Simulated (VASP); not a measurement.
Level of theory: PBE GGA, VASP's PBE PAW potentials (set 64) (plane waves; VASP 6.6.1).

Input for VASP

**KPOINTS**
```
Automatic
0
Gamma
 12 12 12
0 0 0
```

POSCAR:
```
MoSi2
1.0
 -1.5624484236   1.5624484236   3.8467821619
  1.5624484236  -1.5624484236   3.8467821619
  1.5624484236   1.5624484236  -3.8467821619
Si Mo
2 1
Cart
 -0.0000000000   0.0000000000   5.1249277991
  0.0000000000  -0.0000000000   2.5686365247
  0.0000000000   0.0000000000   0.0000000000
```

**INCAR**
```
# general
SYSTEM   =  MoSi2
PREC     =  Accurate
ENCUT    =  480
LREAL    =  .False.
LASPH    =  .True.

# electronic loop
EDIFF    =  1E-7
NELM     =  100
ALGO     =  Normal
LMAXMIX  =  4

# smearing
ISMEAR   =  1
SIGMA    =  0.1

# functional
GGA      =  PE

# ions
IBRION   =  2
NSW      =  40
ISIF     =  3
EDIFFG   =  -0.01
PSTRESS  =  200

# output
LWAVE    =  .False.
LCHARG   =  .False.
```

POTCAR, in this order: Si Mo_sv (PBE.64 set). Program: vasp_std.

Output

File OSZICAR:
```
       N       E                     dE             d eps       ncg     rms          rms(c)
DAV:   1     0.116065844707E+03    0.11607E+03   -0.11129E+04  4930   0.132E+03
DAV:   2    -0.211924042385E+02   -0.13726E+03   -0.13536E+03  6080   0.329E+02
DAV:   3    -0.239111736486E+02   -0.27188E+01   -0.26472E+01  6493   0.418E+01
DAV:   4    -0.239229548733E+02   -0.11781E-01   -0.11781E-01  5646   0.328E+00
DAV:   5    -0.239230507599E+02   -0.95887E-04   -0.95883E-04  6479   0.272E-01    0.252E+01
DAV:   6    -0.232026583517E+02    0.72039E+00   -0.61916E+00  5723   0.179E+01    0.612E+00
DAV:   7    -0.231064960975E+02    0.96162E-01   -0.82297E-01  5457   0.598E+00    0.525E+00
DAV:   8    -0.230749375167E+02    0.31559E-01   -0.10133E-01  5807   0.274E+00    0.458E-01
DAV:   9    -0.230743538046E+02    0.58371E-03   -0.19808E-03  6059   0.400E-01    0.229E-01
DAV:  10    -0.230743138974E+02    0.39907E-04   -0.53085E-04  5926   0.218E-01    0.556E-02
DAV:  11    -0.230743059092E+02    0.79882E-05   -0.14681E-04  5891   0.990E-02    0.276E-02
DAV:  12    -0.230743039905E+02    0.19187E-05   -0.20716E-05  5653   0.339E-02    0.611E-03
DAV:  13    -0.230743033695E+02    0.62102E-06   -0.80542E-07  5723   0.898E-03    0.151E-03
DAV:  14    -0.230743033133E+02    0.56263E-07   -0.14425E-08  2963   0.106E-03
   1 F= -.18385215E+02 E0= -.18385219E+02  d E =-.183852E+02
```

**OUTCAR**
```
------------------------ aborting loop because EDIFF is reached ----------------------------------------
  FORCE on cell =-STRESS in cart. coord.  units (eV):
  Direction    XX          YY          ZZ          XY          YZ          ZX
  --------------------------------------------------------------------------------------
  Total        4.6867985      4.6867985      4.6961172      0.0000000      0.0000000      0.0000000
  in kB      199.9023505    199.9023505    200.2998132      0.0000000      0.0000000      0.0000000
  external PRESSURE =       0.0348381 kB  Pullay stress =     200.0000000 kB
  volume of cell :       37.56
      direct lattice vectors                 reciprocal lattice vectors
    -1.562448424  1.562448424  3.846782162     0.000000000  0.320010563  0.129978766
     1.562448424 -1.562448424  3.846782162     0.320010563  0.000000000  0.129978766
     1.562448424  1.562448424 -3.846782162     0.320010563  0.320010563  0.000000000
 POSITION                                       TOTAL-FORCE (eV/Angst)
 -----------------------------------------------------------------------------------
      0.00000      0.00000      5.12493        -0.000000     -0.000000      0.002232
      0.00000      0.00000      2.56864        -0.000000     -0.000000     -0.002232
      0.00000      0.00000      0.00000         0.000000      0.000000      0.000000
 -----------------------------------------------------------------------------------
    total drift:                               -0.000000      0.000000      0.000000
  FREE ENERGIE OF THE ION-ELECTRON SYSTEM (eV)
  ---------------------------------------------------
  free  energy   TOTEN  =       -23.0743033133 eV

  energy  without entropy=      -23.0743133038  energy(sigma->0) =      -23.07430664
  enthalpy is  TOTEN    =       -18.3852153643 eV   P V=        4.6890879490

 reached required accuracy - stopping structural energy minimisation
```
(Selected blocks of OUTCAR.)

The compound is MoSi2 in the MoSi2 type structure. It was relaxed first under an external pressure of 20 GPa.
